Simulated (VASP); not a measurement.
Energy against volume of GdN (rock salt). Level of theory: PW91 GGA, VASP's PBE PAW potentials (set 64) (plane waves; VASP). Run with 520 eV cut-off, 13×13×13 Γ-centred mesh, first-order Methfessel-Paxton smearing of 0.10 eV, potentials Gd_3 N.

The 4f electrons are frozen in the core of the lanthanide potential, so 4f levels, which can set the real gap, and their magnetism are missing.

| V (Å³/atom) | E (eV/atom) |
|---|---|
| 14.530 | -8.11153 |
| 14.994 | -8.13475 |
| 15.457 | -8.14198 |
| 15.921 | -8.13555 |

Task: Fit these four points and predict the energy of the run at 16.385 Å³/atom.

Result: A cubic in V^(−2/3), the third-order Birch-Murnaghan form, passes through the four points with V0 = 15.46 Å³/atom and B0 = 157 GPa, and gives -8.1174 eV/atom there. The run gave -8.1175 eV/atom, -0.1 meV/atom from the fit; all five points give B0 = 157 GPa.

The compound is GdN in the rock salt structure. It was relaxed first.
